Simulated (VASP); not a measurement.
Here is the system:

```xyz
4
Lattice="0.0165 3.8499 3.8317 3.8499 0.0165 3.8317 1.9332 1.9332 0.0000" Properties=species:S:1:pos:R:3 pbc="T T T"
Rh     1.9332     1.9332     0.0000
Pd     1.9415     3.8582     5.7476
Pd     3.8582     1.9415     5.7476
Pd     1.9332     1.9332     3.8317
```

Calculation: PBEsol GGA, VASP's PBE PAW potentials (set 64) (plane waves; VASP 6.6.1). Numerical set-up: 400 eV cut-off, Gaussian smearing of 0.050 eV, potentials Rh_pv Pd.

**Question.** Give the energies of bands 13 to 26 at the high-symmetry points, in eV from the Fermi level.

**Answer.** 
```
band      Γ      Y     C0      Z     A0      T      S      R
----  -----  -----  -----  -----  -----  -----  -----  -----
13    -3.06  -3.22  -2.85  -3.49  -2.78  -3.05  -2.76  -2.69
14    -3.05  -2.26  -2.67  -3.41  -1.46  -0.18  -2.75  -2.68
15    -2.90  -2.12  -2.60  -3.29  -1.34  -0.14  -2.68  -2.25
16    -1.35  -1.94  -2.16  -2.15  -0.81  -0.07  -2.55  -1.89
17    -1.24  -1.90  -2.16  -1.76  -0.42   0.01  -2.36  -1.88
18    -0.15  -1.87  -2.14  -1.65  -0.21   0.11  -1.93  -1.69
19    -0.12  -1.78  -1.90  -1.55  -0.19   0.17  -1.72  -1.30
20     0.03  -1.65  -1.63  -1.14  -0.15   0.38  -1.33  -0.07
21     0.28  -1.61  -0.81  -1.07   0.25   0.47  -1.32  -0.02
22     0.32  -1.39  -0.73   0.14   0.28   0.61  -0.88   0.11
23     0.48  -0.91  -0.66   0.65   0.41   0.70  -0.74   0.64
24     0.61  -0.89  -0.40   2.17   2.57   0.74  -0.02   3.63
25     0.77  -0.30  -0.23   2.69   2.59   0.84   0.45   3.66
26     0.81   2.29   0.42   9.03   3.08   3.14   3.72   3.81
```

It has no gap at this level: it comes out as a metal or semimetal.

The structure was generated: Pd3Rh was put into an ordered model structure (Cmmm), which need not be its known phase. It was relaxed first. The electron count is odd and the run is not spin-polarised, which forces a metal.
